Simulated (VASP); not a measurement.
# NaCuSe2 (P6/mmm) in VASP: reference runs

Aim: a first look at NaCuSe2 with PBE, on the cell as given.

All numbers are computed with VASP 6.6.1; they aren't measurements. Logs are shortened: lines on timing, memory, paths and dates and some standing lists are left out, and cuts for length are marked.

## Step 1: The crystal as given

Symmetry: P6/mmm, No. 191, hexagonal system. Conventional cell: a = 4.598 Å, b = 4.598 Å, c = 5.819 Å, α = 90.00°, β = 90.00°, γ = 120.00°. Na (site symmetry 6/mmm) has 6 Se at 2.65 Å and 2 Cu at 2.91 Å as nearest neighbours. Cu (site symmetry 6/mmm) has 2 Na at 2.91 Å as nearest neighbours. Around Se (site symmetry -6m2) lie 3 Se at 2.65 Å and 3 Na at 2.65 Å.

The cell was built by a generator and needn't be a form met in nature.

## Step 2: Single point, PBE

The input, INCAR:

```
SYSTEM = NaCuSe2
  ALGO = Normal
  EDIFF = 1E-7
  ENCUT = 520
  GGA = PE
  ISIF = 2
  ISMEAR = -1
  LASPH = .True.
  LCHARG = .True.
  LELF = .True.
  LREAL = .False.
  LVHAR = .True.
  LWAVE = .False.
  NBANDS = 23
  NELM = 100
  PREC = Accurate
  SIGMA = 0.05
```

The input, KPOINTS:

```
k-points
0
Gamma
  7 7 5
  0 0 0
```

The input, POSCAR:

```
NaCuSe2
1.0
    4.5983756200      0.0000000000      0.0000000000
   -2.2991878100      3.9823101000      0.0000000000
    0.0000000000      0.0000000000      5.8185674700
Na Cu Se
1 1 2
Direct
    0.0000000000      0.0000000000      0.5000000000
    0.0000000000      0.0000000000      0.0000000000
    0.3333333300      0.6666666700      0.5000000000
    0.6666666700      0.3333333300      0.5000000000
```

Potentials or basis: VASP PAW PBE potentials, release 64 (Na_pv, Cu, Se).

Run with:

```bash
> cat potpaw_PBE.64/Na_pv/POTCAR potpaw_PBE.64/Cu/POTCAR potpaw_PBE.64/Se/POTCAR > POTCAR
> mpirun -np 1 vasp_std > vasp.out
```

OUTCAR:

```text
SYSTEM = NaCuSe2
   EDIFF = 1E-7
   ENCUT = 520
   GGA = PE
   ISIF = 2
   ISMEAR = -1
   LASPH = .True.
   LREAL = .False.
   NELM = 100
   PREC = Accurate

 ion  position               nearest neighbor table
   1  0.000  0.000  0.500-   3 2.65   4 2.65   3 2.65   4 2.65   4 2.65   3 2.65
   2  0.000  0.000  0.000-
   3  0.333  0.667  0.500-   4 2.65   1 2.65   4 2.65   1 2.65   1 2.65   4 2.65
   4  0.667  0.333  0.500-   3 2.65   1 2.65   3 2.65   1 2.65   1 2.65   3 2.65

  LATTYP: Found a hexagonal cell.
 ALAT       =     4.5983756200
 C/A-ratio  =     1.2653528008

  Lattice vectors:

 A1 = (   4.5983756200,   0.0000000000,   0.0000000000)
 A2 = (  -2.2991878100,   3.9823101000,   0.0000000000)
 A3 = (   0.0000000000,   0.0000000000,   5.8185674700)

Analysis of symmetry for initial positions (statically):
=====================================================================
 Subroutine PRICEL returns:
 Original cell was already a primitive cell.

 Routine SETGRP: Setting up the symmetry group for a
 hexagonal supercell.

 Subroutine GETGRP returns: Found 24 space group operations
 (whereof 24 operations were pure point group operations)
 out of a pool of 24 trial point group operations.

The static configuration has the point symmetry D_6h.

Analysis of symmetry for dynamics (positions and initial velocities):
=====================================================================
 Subroutine PRICEL returns:
 Original cell was already a primitive cell.

 Routine SETGRP: Setting up the symmetry group for a
 hexagonal supercell.

 Subroutine GETGRP returns: Found 24 space group operations
 (whereof 24 operations were pure point group operations)
 out of a pool of 24 trial point group operations.

The dynamic configuration has the point symmetry D_6h.

 Subroutine INISYM returns: Found 24 space group operations
 (whereof 24 operations are pure point group operations),
 and found     1 'primitive' translations

----------------------------------------------------------------------------------------

                                     Primitive cell

  volume of cell :     106.5505

  direct lattice vectors                    reciprocal lattice vectors
     4.598375620  0.000000000  0.000000000     0.217468098  0.125555265  0.000000000
    -2.299187810  3.982310100  0.000000000     0.000000000  0.251110530  0.000000000
     0.000000000  0.000000000  5.818567470     0.000000000  0.000000000  0.171863608

  length of vectors
     4.598375620  4.598375617  5.818567470     0.251110530  0.251110530  0.171863608

  position of ions in fractional coordinates (direct lattice)
     0.000000000  0.000000000  0.500000000
     0.000000000  0.000000000  0.000000000
     0.333333330  0.666666670  0.500000000
     0.666666670  0.333333330  0.500000000

  ion indices of the primitive-cell ions
   primitive index   ion index
                 1           1
                 2           2
                 3           3
                 4           4

----------------------------------------------------------------------------------------

 KPOINTS: k-points

Automatic generation of k-mesh.
 Grid dimensions read from file:
 generate k-points for:    7    7    5

 Generating k-lattice:

  Cartesian coordinates                     Fractional coordinates (reciprocal lattice)
     0.031066871  0.017936466  0.000000000     0.142857143  0.000000000  0.000000000
     0.000000000  0.035872933  0.000000000     0.000000000  0.142857143  0.000000000
     0.000000000  0.000000000  0.034372722     0.000000000  0.000000000  0.200000000

  Length of vectors
     0.035872933  0.035872933  0.034372722

  Shift w.r.t. Gamma in fractional coordinates (k-lattice)
     0.000000000  0.000000000  0.000000000

 Subroutine IBZKPT returns following result:
 ===========================================

 Found     24 irreducible k-points:

 Following reciprocal coordinates:
            Coordinates               Weight
  0.000000  0.000000  0.000000      1.000000
  0.142857  0.000000  0.000000      6.000000
  0.285714  0.000000  0.000000      6.000000
  0.428571  0.000000  0.000000      6.000000
  0.142857  0.142857  0.000000      6.000000
  0.285714  0.142857  0.000000     12.000000
[... 16 lines left out ...]
  0.428571  0.142857  0.400000     12.000000
  0.285714  0.285714  0.400000     12.000000
   k-points           NKPTS =     24   k-points in BZ     NKDIM =     24   number of bands    NBANDS=     23
   number of dos      NEDOS =    301   number of ions     NIONS =      4
   total plane-waves  NPLWV =  62208
   dimension x,y,z NGX =    36 NGY =   36 NGZ =   48
   dimension x,y,z NGXF=    72 NGYF=   72 NGZF=   96
   ions per type =               1   1   2
   NGX,Y,Z   is equivalent  to a cutoff of  13.02, 13.02, 13.71 a.u.
   NGXF,Y,Z  is equivalent  to a cutoff of  26.03, 26.03, 27.43 a.u.
 SYSTEM =  NaCuSe2
   PREC   = accura    normal or accurate (medium, high low for compatibility)
   ISTART =      0    job   : 0-new  1-cont  2-samecut
   ICHARG =      2    charge: 1-file 2-atom 10-const
   ISPIN  =      1    spin polarized calculation?
   LNONCOLLINEAR =      F non collinear calculations
   LSORBIT =      F    spin-orbit coupling
   LASPH  =      T    aspherical Exc in radial PAW
   ENCUT  =  520.0 eV  38.22 Ry    6.18 a.u.   8.55  8.55 10.82*2*pi/ulx,y,z
   NELM   =    100;   NELMIN=  2; NELMDL= -5     # of ELM steps
   EDIFF  = 0.1E-06   stopping-criterion for ELM
   LREAL  =      F    real-space projection
   EDIFFG = 0.1E-05   stopping-criterion for IOM
   NSW    =      0    number of steps for IOM
   IBRION =     -1    ionic relax: 0-MD 1-quasi-New 2-CG
   NFREE  =      0    steps in history (QN), initial steepest desc. (CG)
   ISIF   =      2    stress and relaxation
   ISYM   =      2    0-nonsym 1-usesym 2-fastsym
   POTIM  = 0.5000    time-step for ionic-motion
   TEBEG  =    0.0;   TEEND  =   0.0 temperature during run
   PSTRESS=    0.0 pullay stress
   NELECT =      30.0000    total number of electrons
   NUPDOWN=      -1.0000    fix difference up-down
   EMIN   =  10.00;   EMAX   =-10.00  energy-range for DOS
   EFERMI =   0.00;   METHOD = LEGACY
   ISMEAR =    -1;   SIGMA  =   0.05  broadening in eV -4-tet -1-fermi 0-gaus
   EFERMI_NEDOS =   21; number of points for ismear=-14 and -15
   IALGO  =     38    algorithm
   IMIX   =      4    mixing-type and parameters
     AMIX     =   0.40;   BMIX     =  1.00
     AMIX_MAG =   1.60;   BMIX_MAG =  1.00
  volume/ion in A,a.u.               =      26.64       179.76
  Fermi-wavevector in a.u.,A,eV,Ry     =   1.072993  2.027662 15.664565  1.151313
  Thomas-Fermi vector in A             =   2.208779
   LORBIT       =      0    0 simple, 1 ext, 2 COOP (PROOUT), +10 PAW based schemes
   GGA     = PE    functional components
[... 5 lines left out ...]
 non-spin polarized calculation
  energy-cutoff  :      520.00
  volume of cell :      106.55
 maximum number of plane-waves:      2895
 NGX is ok and might be reduce to    36
   NGX = 17   NGY = 17   NGZ = 21

 number of electron      29.9999998 magnetization

 Free energy of the ion-electron system (eV)
  ---------------------------------------------------
  ext. energy  EPLUGINS =         0.00000000
  ---------------------------------------------------
  free energy    TOTEN  =        -8.57617331 eV

  energy without entropy =       -8.54142207  energy(sigma->0) =       -8.55879769

 E-fermi :   1.7133     XC(G=0):  -8.2458

 val. band max:        1.6969123510   @ k =   0.1429   0.0000   0.4000
 cond. band min:       1.7281169436   @ k =   0.2857   0.2857   0.2000
 fundamental gap:      0.0312045926
 Fermi energy:         1.7133133040

 k-point     1 :       0.0000    0.0000    0.0000
  band No.  band energies     occupation
      1     -21.9515      2.00000
      2     -21.9515      2.00000
      3     -21.8951      2.00000
      4     -13.3272      2.00000
      5      -8.6426      2.00000
      6      -3.0405      2.00000
[... 15 lines left out ...]
     22       9.8452      0.00000
     23       9.8453      0.00000

 k-point     2 :       0.1429    0.0000    0.0000
  band No.  band energies     occupation
      1     -21.9562      2.00000
      2     -21.9523      2.00000
      3     -21.8950      2.00000
      4     -13.1821      2.00000
      5      -9.0474      2.00000
      6      -3.1818      2.00000
[... 15 lines left out ...]
     22       9.1712      0.00000
     23       9.7180      0.00000

 k-point     3 :       0.2857    0.0000    0.0000
  band No.  band energies     occupation
      1     -21.9667      2.00000
      2     -21.9541      2.00000
      3     -21.8946      2.00000
      4     -12.7748      2.00000
      5      -9.9145      2.00000
      6      -3.4480      2.00000
[... 15 lines left out ...]
     22       9.4426      0.00000
     23      10.5462      0.00000

 k-point     4 :       0.4286    0.0000    0.0000
  band No.  band energies     occupation
      1     -21.9750      2.00000
      2     -21.9556      2.00000
      3     -21.8943      2.00000
      4     -12.2441      2.00000
      5     -10.7370      2.00000
      6      -3.6269      2.00000
[... 15 lines left out ...]
     22       8.6823      0.00000
     23       9.7292      0.00000

 k-point     5 :       0.1429    0.1429    0.0000
  band No.  band energies     occupation
      1     -21.9631      2.00000
      2     -21.9543      2.00000
      3     -21.8947      2.00000
      4     -12.9045      2.00000
      5      -9.6657      2.00000
      6      -3.5234      2.00000
[... 15 lines left out ...]
     22       9.4477      0.00000
     23       9.8901      0.00000

 k-point     6 :       0.2857    0.1429    0.0000
  band No.  band energies     occupation
      1     -21.9710      2.00000
      2     -21.9574      2.00000
      3     -21.8943      2.00000
      4     -12.4090      2.00000
      5     -10.4946      2.00000
      6      -3.9290      2.00000
[... 15 lines left out ...]
     22       9.1266      0.00000
     23      10.5542      0.00000

 k-point     7 :       0.4286    0.1429    0.0000
  band No.  band energies     occupation
      1     -21.9744      2.00000
      2     -21.9589      2.00000
      3     -21.8942      2.00000
      4     -12.0075      2.00000
      5     -11.0224      2.00000
      6      -4.0902      2.00000
[... 353 lines left out ...]
     22       9.6381      0.00000
     23      10.0242      0.00000

 k-point    21 :       0.1429    0.1429    0.4000
  band No.  band energies     occupation
      1     -21.9631      2.00000
      2     -21.9543      2.00000
      3     -21.8952      2.00000
      4     -12.8994      2.00000
      5      -9.6629      2.00000
      6      -3.5073      2.00000
[... 15 lines left out ...]
     22      10.3789      0.00000
     23      10.9600      0.00000

 k-point    22 :       0.2857    0.1429    0.4000
  band No.  band energies     occupation
      1     -21.9710      2.00000
      2     -21.9574      2.00000
      3     -21.8948      2.00000
      4     -12.4047      2.00000
      5     -10.4913      2.00000
      6      -3.9014      2.00000
[... 15 lines left out ...]
     22       9.8252      0.00000
     23      10.1701      0.00000

 k-point    23 :       0.4286    0.1429    0.4000
  band No.  band energies     occupation
      1     -21.9744      2.00000
      2     -21.9589      2.00000
      3     -21.8947      2.00000
      4     -12.0039      2.00000
      5     -11.0184      2.00000
      6      -4.0585      2.00000
[... 15 lines left out ...]
     22       9.5146      0.00000
     23       9.7098      0.00000

 k-point    24 :       0.2857    0.2857    0.4000
  band No.  band energies     occupation
      1     -21.9707      2.00000
      2     -21.9638      2.00000
      3     -21.8946      2.00000
      4     -11.8774      2.00000
      5     -11.1516      2.00000
      6      -4.3471      2.00000
[... 15 lines left out ...]
     22       9.3585      0.00000
     23      10.1430      0.00000

------------------------ aborting loop because EDIFF is reached ----------------------------------------

  FORCE on cell =-STRESS in cart. coord.  units (eV):
  Direction    XX          YY          ZZ          XY          YZ          ZX
  --------------------------------------------------------------------------------------
  -------------------------------------------------------------------------------------
  Total        7.7710023      7.7710023     -1.1785427      0.0000000     -0.0000000      0.0000000
  in kB      116.8508905    116.8508904    -17.7214933      0.0000000     -0.0000000      0.0000000
  external PRESSURE =      71.9934292 kB  Pullay stress =       0.0000000 kB

 VOLUME and BASIS-vectors are now :
 -----------------------------------------------------------------------------
  energy-cutoff  :      520.00
  volume of cell :      106.55
      direct lattice vectors                 reciprocal lattice vectors
     4.598375620  0.000000000  0.000000000     0.217468098  0.125555265  0.000000000
    -2.299187810  3.982310100  0.000000000     0.000000000  0.251110530  0.000000000
     0.000000000  0.000000000  5.818567470     0.000000000  0.000000000  0.171863608

 POSITION                                       TOTAL-FORCE (eV/Angst)
 -----------------------------------------------------------------------------------
      0.00000      0.00000      2.90928        -0.000000      0.000000     -0.000000
      0.00000      0.00000      0.00000        -0.000000      0.000000     -0.000000
     -0.00000      2.65487      2.90928        -0.000000      0.000000     -0.000000
      2.29919      1.32744      2.90928         0.000000      0.000000      0.000000
 -----------------------------------------------------------------------------------
    total drift:                               -0.000000      0.000000      0.000000

  FREE ENERGIE OF THE ION-ELECTRON SYSTEM (eV)
  ---------------------------------------------------
  free  energy   TOTEN  =        -8.5761733063 eV

  energy  without entropy=       -8.5414220651  energy(sigma->0) =       -8.55879769
```

Wall time 1.7 min (1 thread of Intel Xeon Platinum 8175M at 2.50GHz (Skylake/Cascade Lake), shared host); peak memory 0.26 GiB.

Results:

| Property | Result |
| --- | --- |
| Free energy | -8.5762 eV |
| Pressure | 7.2 GPa |
| Band gap on the k mesh | none (metal or under the smearing width) |

Levels at points of the mesh, in eV from the Fermi level:
```
           k point  band 12  band 13  band 14  band 15  band 16  band 17  band 18  band 19
(0.00, 0.00, 0.00)    -1.17    -1.07    -1.07    -0.54    -0.54     0.42     5.26     6.34
```

Caveat: the run has no spin polarisation, though such a crystal can be magnetic.
